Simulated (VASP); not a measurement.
An input for Quantum ESPRESSO's pw.x (written as the equivalent of a VASP run, and not itself run):

```
&CONTROL
  calculation = 'vc-relax'
  pseudo_dir = './pseudo'
  outdir = './out'
  tprnfor = .true.
  tstress = .true.
  nstep = 60
  forc_conv_thr = 0.00039
/
&SYSTEM
  ibrav = 0
  nat = 2
  ntyp = 2
  ecutwfc = 60.3
  occupations = 'smearing'
  smearing = 'gaussian'
  degauss = 0.003675
  input_dft = 'pbe'
  vdw_corr = 'grimme-d3'
  dftd3_version = 3
  dftd3_threebody = .false.
/
&ELECTRONS
  conv_thr = 7.3e-08
  electron_maxstep = 100
/
&IONS
/
&CELL
/
ATOMIC_SPECIES
  Tl 204.380 Tl.upf
  Cl 35.450 Cl.upf
CELL_PARAMETERS angstrom
     3.8400000    0.0000000    0.0000000
     0.0000000    3.8400000    0.0000000
     0.0000000    0.0000000    3.8400000
ATOMIC_POSITIONS crystal
  Tl   0.0000000  0.0000000  0.0000000
  Cl   0.5000000  0.5000000  0.5000000
K_POINTS automatic
  6 6 6 0 0 0
```

Q: Translate this input to VASP (INCAR, KPOINTS, POSCAR, choice of POTCAR).

A: One answer among several that fit: 
**KPOINTS**
```
Automatic mesh
0
Gamma
6 6 6
0 0 0
```

### POSCAR
```
TlCl
1
    3.8400000000     0.0000000000     0.0000000000
    0.0000000000     3.8400000000     0.0000000000
    0.0000000000     0.0000000000     3.8400000000
Tl Cl
1 1
Direct
  0.0000000000   0.0000000000   0.0000000000
  0.5000000000   0.5000000000   0.5000000000
```

**INCAR**
```
# general
SYSTEM   =  TlCl
PREC     =  Accurate
ENCUT    =  520
LREAL    =  .FALSE.
LASPH    =  .TRUE.

# electronic loop
EDIFF    =  1E-6
NELM     =  100
ALGO     =  Normal
LMAXMIX  =  4

# smearing
ISMEAR   =  0
SIGMA    =  0.05

# functional
GGA      =  PE
IVDW     =  11

# ions
IBRION   =  2
NSW      =  60
ISIF     =  3
EDIFFG   =  -0.01

# output
LWAVE    =  .FALSE.
LCHARG   =  .FALSE.
```

POTCAR, in this order: Tl_d Cl (PBE.64 set). Program: vasp_std.

What does not carry over: the potentials are each code's own (VASP's PAW set, PseudoDojo norm-conserving files in pw.x), so ENCUT and ecutwfc are chosen apart and not converted; conv_thr bounds pw.x's estimated SCF error, while EDIFF bounds the energy change between steps; forc_conv_thr acts on force components and is met together with etot_conv_thr.

The compound is TlCl in the CsCl type structure. This run relaxes it. Symmetry was kept, so distortions that lower it aren't found.
